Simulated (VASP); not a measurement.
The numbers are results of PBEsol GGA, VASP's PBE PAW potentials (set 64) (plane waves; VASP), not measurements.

VASP ran on this input.

### INCAR
```
SYSTEM  =  SnO
PREC  =  Accurate; ENCUT  =  620; LREAL  =  .False.
LASPH  =  .True.
EDIFF  =  1E-6; NELM  =  100; ALGO  =  Normal
LMAXMIX  =  4
ISMEAR  =  0; SIGMA  =  0.05
GGA  =  PS
IBRION  =  2; NSW  =  40; ISIF  =  3
EDIFFG  =  -0.02
LWAVE  =  .False.; LCHARG  =  .False.
```

POSCAR:
```
SnO
1.0
  3.2919831386   0.0000000000   0.0000000000
 -1.6459915692   2.8509410771   0.0000000000
  0.0000000000   0.0000000000   8.2998155838
Sn O
2 2
Direct
  0.3333330000   0.6666670000   0.0026941541
  0.6666670000   0.3333330000   0.5026941541
  0.3333330000   0.6666670000   0.3723058459
  0.6666670000   0.3333330000   0.8723058459
```

**KPOINTS**
```
Automatic
0
gamma
  8 8 3
```

POTCAR, in this order: Sn_d O (PBE.64 set). Program: vasp_std.

What VASP printed:

**OSZICAR**
```
       N       E                     dE             d eps       ncg     rms          rms(c)
DAV:   1     0.446731657150E+03    0.44673E+03   -0.23132E+04   968   0.274E+03
DAV:   2     0.390898442082E+02   -0.40764E+03   -0.39965E+03  1040   0.630E+02
DAV:   3    -0.236445124083E+02   -0.62734E+02   -0.61737E+02  1208   0.209E+02
DAV:   4    -0.261138225909E+02   -0.24693E+01   -0.24675E+01  1080   0.469E+01
DAV:   5    -0.261857176682E+02   -0.71895E-01   -0.71889E-01  1216   0.814E+00    0.110E+01
DAV:   6    -0.230327034495E+02    0.31530E+01   -0.23874E+01  1528   0.559E+01    0.583E+00
DAV:   7    -0.228345928194E+02    0.19811E+00   -0.26540E+00  1136   0.111E+01    0.260E+00
DAV:   8    -0.228107906269E+02    0.23802E-01   -0.57030E-01  1152   0.493E+00    0.902E-01
DAV:   9    -0.227945290936E+02    0.16262E-01   -0.90184E-02  1592   0.299E+00    0.275E-01
DAV:  10    -0.227968410209E+02   -0.23119E-02   -0.16834E-02  1336   0.122E+00    0.249E-01
DAV:  11    -0.227955815065E+02    0.12595E-02   -0.71699E-03  1496   0.751E-01    0.243E-02
DAV:  12    -0.227956648822E+02   -0.83376E-04   -0.72313E-04  1016   0.169E-01    0.417E-02
DAV:  13    -0.227956535470E+02    0.11335E-04   -0.91065E-05  1400   0.938E-02    0.745E-03
DAV:  14    -0.227956537822E+02   -0.23523E-06   -0.76034E-06  1192   0.252E-02
   1 F= -.22795654E+02 E0= -.22795654E+02  d E =-.227957E+02
```

File OUTCAR:
```
------------------------ aborting loop because EDIFF is reached ----------------------------------------
  FORCE on cell =-STRESS in cart. coord.  units (eV):
  Direction    XX          YY          ZZ          XY          YZ          ZX
  --------------------------------------------------------------------------------------
  Total        0.0156283      0.0156283      0.0735283      0.0000000      0.0000000      0.0000000
  in kB        0.3214462      0.3214462      1.5123442      0.0000000      0.0000000      0.0000000
  external PRESSURE =       0.7184122 kB  Pullay stress =       0.0000000 kB
  volume of cell :       77.90
      direct lattice vectors                 reciprocal lattice vectors
     3.291983139  0.000000000  0.000000000     0.303768263  0.175380685  0.000000000
    -1.645991569  2.850941077  0.000000000     0.000000000  0.350761371  0.000000000
     0.000000000  0.000000000  8.299815584     0.000000000  0.000000000  0.120484605
 POSITION                                       TOTAL-FORCE (eV/Angst)
 -----------------------------------------------------------------------------------
     -0.00000      1.90063      0.02236         0.000000     -0.000000     -0.001764
      1.64599      0.95031      4.17227        -0.000000      0.000000     -0.001764
     -0.00000      1.90063      3.09007         0.000000      0.000000      0.001764
      1.64599      0.95031      7.23998        -0.000000     -0.000000      0.001764
 -----------------------------------------------------------------------------------
    total drift:                               -0.002247      0.001297      0.000821
  FREE ENERGIE OF THE ION-ELECTRON SYSTEM (eV)
  ---------------------------------------------------
  free  energy   TOTEN  =       -22.7956537822 eV

  energy  without entropy=      -22.7956537822  energy(sigma->0) =      -22.79565378

 reached required accuracy - stopping structural energy minimisation
```
(Selected blocks of OUTCAR.)

The structure was generated: SnO was put into the wurtzite type (P6_3mc), which need not be its known phase. It was relaxed first, which changed the volume by +47 %.
